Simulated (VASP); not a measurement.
```
CELL_PARAMETERS angstrom
      4.21006     0.00000     0.00000
      0.00000     4.21006     0.00000
      0.00000     0.00000     4.21006
ATOMIC_POSITIONS crystal
  K  0.00000 0.00000 0.00000
  Zn 0.50000 0.50000 0.50000
  F  0.50000 0.00000 0.50000
  F  0.00000 0.50000 0.50000
  F  0.50000 0.50000 0.00000
```

The numbers are results of RPBE GGA, VASP's PBE PAW potentials (set 64) (plane waves; VASP), not measurements. Settings: 520 eV cut-off, 6×6×6 Γ-centred mesh, tetrahedra with Blöchl corrections, potentials K_sv Zn F.

The cores are frozen, which limits the accuracy of field gradients.

### Question
Give the principal components of the electric field gradient (V/Å²) and the asymmetry η at each nucleus.

### Answer

```
atom    Vxx    Vyy    Vzz     η
----  -----  -----  -----  ----
K1      0.0    0.0    0.0     -
Zn2     0.0    0.0    0.0     -
F3    -54.1  -54.1  108.1  0.00
F4    -54.1  -54.1  108.1  0.00
F5    -54.1  -54.1  108.1  0.00
```

The compound is KZnF3 in the cubic perovskite structure. It was relaxed first, which changed the volume by +12 %.
